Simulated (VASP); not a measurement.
Here is the system:

```
Ga3Ge
1.0
    4.16442     0.00000     0.00000
    0.00000     4.16442     0.00000
    0.00000     0.00000     4.16442
Ga Ge
3 1
Cartesian
  0.00000   2.08221   2.08221
  2.08221   0.00000   2.08221
  2.08221   2.08221   0.00000
  0.00000   0.00000   0.00000
```

All values below come from PBEsol GGA, VASP's PBE PAW potentials (set 64) (plane waves; VASP 6.6.1). Run with 400 eV cut-off, Gaussian smearing of 0.050 eV, potentials Ga_d Ge_d.

What does the run give for the band gap (along the path) with the smallest direct gap where there is one?

| Property | Value |
|---|---|
| band gap (along the path) | none (metal, semimetal or under 0.01 eV) |

The structure comes from a computed database's Ga3Ge entry (Pm-3m); how it stands against other phases isn't given here. It was relaxed first. The electron count is odd and the run is not spin-polarised, which forces a metal.
